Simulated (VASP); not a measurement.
Computed with PBE GGA, VASP's PBE PAW potentials (set 64) (plane waves; VASP).

VASP ran on this input.

**INCAR**
```
ALGO=Normal
EDIFF=1E-6
EDIFFG=-0.01
ENCUT=400
GGA=PE
IBRION=2
ISIF=3
ISMEAR=1
LASPH=.TRUE.
LCHARG=.FALSE.
LREAL=.FALSE.
LWAVE=.FALSE.
NELM=100
NSW=60
PREC=Accurate
SIGMA=0.1
SYSTEM=Na
```

**POSCAR**
```
Na
1
   -2.1300000000     2.1300000000     2.1300000000
    2.1300000000    -2.1300000000     2.1300000000
    2.1300000000     2.1300000000    -2.1300000000
Na
1
Direct
  0.0000000000   0.0000000000   0.0000000000
```

File KPOINTS:
```
K-points
0
G
  11 11 11
```

POTCAR, in this order: Na_pv (PBE.64 set). Program: vasp_std.

What VASP printed:

File OSZICAR:
```
       N       E                     dE             d eps       ncg     rms          rms(c)
DAV:   1     0.170740795716E+02    0.17074E+02   -0.34706E+03   812   0.676E+02
DAV:   2    -0.962411142077E+00   -0.18036E+02   -0.18036E+02   826   0.131E+02
DAV:   3    -0.130940174330E+01   -0.34699E+00   -0.34699E+00  1029   0.256E+01
DAV:   4    -0.131229174419E+01   -0.28900E-02   -0.28900E-02   959   0.202E+00
DAV:   5    -0.131232684051E+01   -0.35096E-04   -0.35096E-04  1071   0.187E-01    0.206E-01
DAV:   6    -0.131209442413E+01    0.23242E-03   -0.54058E-04   889   0.372E-01    0.139E-01
DAV:   7    -0.131197764975E+01    0.11677E-03   -0.11373E-03   854   0.451E-01    0.151E-02
DAV:   8    -0.131196911911E+01    0.85306E-05   -0.51833E-05   945   0.160E-01    0.297E-03
DAV:   9    -0.131196960823E+01   -0.48912E-06   -0.20435E-07   490   0.607E-03
   1 F= -.13119696E+01 E0= -.13118604E+01  d E =-.131197E+01
       N       E                     dE             d eps       ncg     rms          rms(c)
DAV:   1    -0.132639353467E+01   -0.14424E-01   -0.40016E-01   784   0.140E+01    0.775E-01
DAV:   2    -0.131705009816E+01    0.93434E-02   -0.11585E-02   784   0.231E+00    0.389E-01
DAV:   3    -0.131406949041E+01    0.29806E-02   -0.53676E-03   798   0.152E+00    0.406E-02
DAV:   4    -0.131386319722E+01    0.20629E-03   -0.18072E-04   784   0.313E-01    0.277E-03
DAV:   5    -0.131386160784E+01    0.15894E-05   -0.90780E-07   455   0.221E-02    0.120E-03
DAV:   6    -0.131386137302E+01    0.23482E-06   -0.30881E-07   413   0.126E-02
   2 F= -.13138614E+01 E0= -.13137486E+01  d E =-.189176E-02
       N       E                     dE             d eps       ncg     rms          rms(c)
DAV:   1    -0.143279445597E+01   -0.11893E+00   -0.35923E+00   784   0.410E+01    0.238E+00
DAV:   2    -0.134537438628E+01    0.87420E-01   -0.11338E-01   784   0.726E+00    0.119E+00
DAV:   3    -0.131806632111E+01    0.27308E-01   -0.47789E-02   784   0.456E+00    0.136E-01
DAV:   4    -0.131613017549E+01    0.19361E-02   -0.13570E-03   805   0.864E-01    0.796E-03
DAV:   5    -0.131610520626E+01    0.24969E-04   -0.36173E-05   847   0.139E-01    0.367E-03
DAV:   6    -0.131610373380E+01    0.14725E-05   -0.62227E-07   413   0.175E-02    0.219E-04
DAV:   7    -0.131610370712E+01    0.26680E-07   -0.15277E-07   413   0.670E-03
   3 F= -.13161037E+01 E0= -.13159813E+01  d E =-.413410E-02
```

### OUTCAR
```
------------------------ aborting loop because EDIFF is reached ----------------------------------------
  FORCE on cell =-STRESS in cart. coord.  units (eV):
  Direction    XX          YY          ZZ          XY          YZ          ZX
  --------------------------------------------------------------------------------------
  Total        0.0098861      0.0098861      0.0098861      0.0000000      0.0000000     -0.0000000
  in kB        0.4404142      0.4404142      0.4404142      0.0000000      0.0000000     -0.0000000
  external PRESSURE =       0.4404142 kB  Pullay stress =       0.0000000 kB
  volume of cell :       35.96
      direct lattice vectors                 reciprocal lattice vectors
    -2.079399824  2.079399824  2.079399824     0.000000000  0.240453997  0.240453997
     2.079399824 -2.079399824  2.079399824     0.240453997  0.000000000  0.240453997
     2.079399824  2.079399824 -2.079399824     0.240453997  0.240453997  0.000000000
 POSITION                                       TOTAL-FORCE (eV/Angst)
 -----------------------------------------------------------------------------------
      0.00000     -0.00000      0.00000        -0.000000     -0.000000      0.000000
 -----------------------------------------------------------------------------------
    total drift:                               -0.000000     -0.000000      0.000000
  FREE ENERGIE OF THE ION-ELECTRON SYSTEM (eV)
  ---------------------------------------------------
  free  energy   TOTEN  =        -1.3161037071 eV

  energy  without entropy=       -1.3157365443  energy(sigma->0) =       -1.31598132

 reached required accuracy - stopping structural energy minimisation
```
(Selected blocks of OUTCAR.)

### CONTCAR
```
Na
   1.00000000000000
    -2.0793998238233158    2.0793998238233158    2.0793998238233158
     2.0793998238233158   -2.0793998238233158    2.0793998238233158
     2.0793998238233158    2.0793998238233158   -2.0793998238233158
  Na
     1
Direct
     0.0000000000000000    0.0000000000000000    0.0000000000000000
```

OUTCAR:
```
 val. band max:        0.3856399216   @ k =  -0.3636   0.4545   0.0909

 cond. band min:       0.5239615515   @ k =   0.1818   0.1818   0.1818


 Fermi energy:         0.4243414886

 k-point     1 :       0.0000    0.0000    0.0000
  band No.  band energies     occupation
      1     -24.4595      2.00000
      2     -24.4595      2.00000
      3     -24.4595      2.00000
      4      -2.9263      2.00000
      5      12.3466      0.00000
      6      12.3466      0.00000
      7      12.3466      0.00000

 k-point     2 :       0.0909    0.0000    0.0000
  band No.  band energies     occupation
      1     -24.4627      2.00000
      2     -24.4606      2.00000
      3     -24.4595      2.00000
      4      -2.7775      2.00000
      5      10.6256      0.00000
      6      11.5166      0.00000
      7      11.8458      0.00000

 k-point     3 :       0.1818    0.0000    0.0000
  band No.  band energies     occupation
      1     -24.4714      2.00000
      2     -24.4635      2.00000
      3     -24.4596      2.00000
      4      -2.3338      2.00000
      5       8.2268      0.00000
      6      10.4573      0.00000
      7      11.0793      0.00000

 k-point     4 :       0.2727    0.0000    0.0000
  band No.  band energies     occupation
      1     -24.4823      2.00000
      2     -24.4672      2.00000
      3     -24.4595      2.00000
      4      -1.6031      2.00000
      5       6.0048      0.00000
      6       9.6262      0.00000
      7      10.4511      0.00000

 k-point     5 :       0.3636    0.0000    0.0000
  band No.  band energies     occupation
      1     -24.4926      2.00000
      2     -24.4706      2.00000
      3     -24.4594      2.00000
      4      -0.5978      2.00000
      5       4.0052      0.00000
      6       9.0653      0.00000
      7      10.0240      0.00000

 k-point     6 :       0.4545    0.0000    0.0000
  band No.  band energies     occupation
      1     -24.4987      2.00000
...
```

Energy and stress use the plane-wave basis of the starting cell.

The compound is Na in the bcc structure. This run relaxes it. Symmetry was kept, so distortions that lower it aren't found.
